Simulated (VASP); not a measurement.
Data:

```yaml
crystal:
  lattice:
    - [1.86587, 1.07726, 6.17069]
    - [-1.86587, 1.07726, 6.17069]
    - [0.00000, -2.15452, 6.17069]
  atoms:
    - { symbol: Sr, position: [0.76040, 0.76040, 0.76040] }
    - { symbol: Sr, position: [0.23960, 0.23960, 0.23960] }
    - { symbol: H, position: [0.00000, 0.00000, 0.00000] }
    - { symbol: N, position: [0.50000, 0.50000, 0.50000] }
```

Method: LDA (Ceperley-Alder, Perdew-Zunger), VASP's LDA PAW potentials (set 64) (plane waves; VASP 6.6.1). Settings: 520 eV cut-off, Gaussian smearing of 0.050 eV, potentials Sr_sv H N.

Give the energies of bands 10 to 16 at the high-symmetry points, in eV from the valence-band maximum.

| band | Γ | T | H2 | L | S0 | F |
|---|---|---|---|---|---|---|
| 10 | -3.49 | -3.80 | -2.51 | -2.64 | -2.49 | -2.50 |
| 11 | -1.70 | -0.70 | -0.58 | -0.94 | -0.59 | -1.47 |
| 12 | -0.30 | -0.26 | -0.43 | -0.11 | -0.42 | -0.13 |
| 13 | -0.30 | -0.26 | -0.11 | -0.06 | -0.13 | -0.11 |
| 14 | 4.45 | 2.22 | 2.31 | 1.71 | 2.27 | 1.93 |
| 15 | 4.67 | 4.82 | 2.65 | 2.85 | 2.74 | 2.69 |
| 16 | 4.67 | 4.88 | 4.00 | 4.64 | 3.93 | 4.78 |

The gap is indirect, 1.71 eV, from the valence maximum at T-H2 at 0.73 to the conduction minimum at L.

The structure comes from a computed database's Sr2HN entry (R-3m); how it stands against other phases isn't given here. It was relaxed first, which changed the volume by -6 %.
